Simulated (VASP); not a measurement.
VASP ran on this input.

File POSCAR:
```
KF
1
    0.0000000000     2.6750000000     2.6750000000
    2.6750000000     0.0000000000     2.6750000000
    2.6750000000     2.6750000000     0.0000000000
K F
1 1
Direct
  0.0000000000   0.0000000000   0.0000000000
  0.5000000000   0.5000000000   0.5000000000
```

**INCAR**
```
# general
SYSTEM=KF
PREC  =Accurate
ENCUT =520
LREAL =.FALSE.   # projection in real space or not
LASPH =.TRUE.

# electronic loop
EDIFF =1E-6   # SCF stop (eV)
NELM  =100   # most electronic steps
ALGO  =Normal   # blocked Davidson

# smearing
ISMEAR=0   # Gaussian
SIGMA =0.05

# functional
GGA   =RP   # RPBE

# ions
IBRION=2
NSW   =60
ISIF  =3
EDIFFG=-0.01

# output
LWAVE =.FALSE.
LCHARG=.FALSE.
```

File KPOINTS:
```
Automatic mesh
0
Gamma
8 8 8
0 0 0
```

POTCAR, in this order: K_sv F (PBE.64 set). Program: vasp_std.

Translate this RPBE calculation to Ansatz.

One equivalent input (not run):
Ansatz 0.2 input:
```yaml
crystal:
  lattice:
    - [0.0000000, 2.6750000, 2.6750000]
    - [2.6750000, 0.0000000, 2.6750000]
    - [2.6750000, 2.6750000, 0.0000000]
  atoms:
    - { symbol: K, position: [0.0000000, 0.0000000, 0.0000000] }
    - { symbol: F, position: [0.5000000, 0.5000000, 0.5000000] }
kpoints:
  mp_grid: { grid: [8, 8, 8] }
hamiltonian:
  xc: rpbe
  pseudopotentials: { kind: paw }
scf:
  occupations: { method: gaussian, width: 0.05 }
  max_iter: 100
relax:
  max_steps: 60
  f_tol: 0.01
  cell: {}
output: { forces: true, stress: true, eigenvalues: true }
```
Limits of the translation: each code has its own PAW files, so the cut-off isn't converted (ENCUT is set for VASP's; basis.ecutwfc is left out, and Ansatz then takes the one that its files recommend); Ansatz stops its SCF on the density residual and VASP on the energy change (EDIFF).

The compound is KF in the rock salt structure. This run relaxes it. Symmetry was kept, so distortions that lower it aren't found.
